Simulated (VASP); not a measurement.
An input for Ansatz (written as the equivalent of a VASP run, and not itself run):

Ansatz 0.2 input:
```yaml
crystal:
  lattice:
    - [1.5358125, -2.6601049, 0.0000000]
    - [1.5358125, 2.6601049, 0.0000000]
    - [0.0000000, 0.0000000, 3.4733760]
  atoms:
    - { symbol: Mg, position: [1.0000000, 0.0000000, 0.0000000] }
    - { symbol: B, position: [0.3333330, 0.6666670, 0.5000000] }
    - { symbol: B, position: [0.6666670, 0.3333330, 0.5000000] }
kpoints:
  mp_grid: { grid: [10, 10, 8] }
hamiltonian:
  xc: r2scan
  dispersion: rvv10
  pseudopotentials: { kind: paw }
scf:
  occupations: { method: methfessel_paxton, width: 0.1 }
  max_iter: 100
relax:
  max_steps: 60
  f_tol: 0.02
  cell: {}
output: { forces: true, stress: true, eigenvalues: true }
```

### Question
Translate this input to VASP (INCAR, KPOINTS, POSCAR, choice of POTCAR).

### Answer
Several could match; the one computed here: 
**INCAR**
```
SYSTEM = MgB2
PREC = Accurate
ENCUT = 520
EDIFF = 1E-6
NELM = 100
ALGO = Normal
LREAL = .FALSE.
LASPH = .TRUE.
ISMEAR = 1
SIGMA = 0.1
METAGGA = R2SCAN
LUSE_VDW = .TRUE.
BPARAM = 11.95
CPARAM = 0.0093
LMIXTAU = .TRUE.
LWAVE = .FALSE.
LCHARG = .FALSE.
IBRION = 2
ISIF = 3
NSW = 60
EDIFFG = -0.02
```

KPOINTS:
```
Regular mesh
0
G
 10 10 8
0 0 0
```

**POSCAR**
```
MgB2
1
    1.5358125382    -2.6601048583     0.0000000000
    1.5358125382     2.6601048583    -0.0000000000
    0.0000000000    -0.0000000000     3.4733760219
Mg B
1 2
Direct
  1.0000000000   0.0000000000   0.0000000000
  0.3333330000   0.6666670000   0.5000000000
  0.6666670000   0.3333330000   0.5000000000
```

POTCAR, in this order: Mg B (PBE.64 set). Program: vasp_std.

Limits of the translation: each code has its own PAW files, so the cut-off isn't converted (ENCUT is set for VASP's; basis.ecutwfc is left out, and Ansatz then takes the one that its files recommend); Ansatz stops its SCF on the density residual and VASP on the energy change (EDIFF).

The compound is MgB2 in the AlB2 type structure. This run relaxes it. Symmetry was kept, so distortions that lower it aren't found. The start is the result of an earlier pass.
